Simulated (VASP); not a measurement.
FSnBr, in a box:

```xyz
3
Lattice="12.0000 0.0000 0.0000 0.0000 11.0000 0.0000 0.0000 0.0000 11.0000" Properties=species:S:1:pos:R:3 pbc="T T T"
F     4.7570    6.4767    4.9573
Sn    5.0638    4.5653    4.9294
Br    7.2689    4.5766    6.1386
```

Program: VASP 6.6.1. Alike in all runs: no spin polarisation; cell as given; k mesh 1 × 1 × 1; smearing gaussian 0.01 eV.

**Question.** Order these runs on this cell by their band gap on the k mesh, lowest first.
A. level PBE; potentials or basis VASP PAW PBE potentials, release 64 (F, Sn_d, Br); cutoff (eV) 520
B. level B3LYP+D4; potentials or basis VASP PAW PBE potentials, release 64 (F_h, Sn_d, Br); cutoff (eV) 900; grid for exact exchange (PRECFOCK) Fast; exchange at q = 0 truncated
C. level SCAN+D4; potentials or basis VASP PAW PBE potentials, release 64 (F, Sn_d, Br); cutoff (eV) 520

**Answer.** A (3.26 eV), C (3.57 eV), B (4.59 eV).

Caveats: spin-orbit coupling is left out, which moves the levels of the heavy elements.

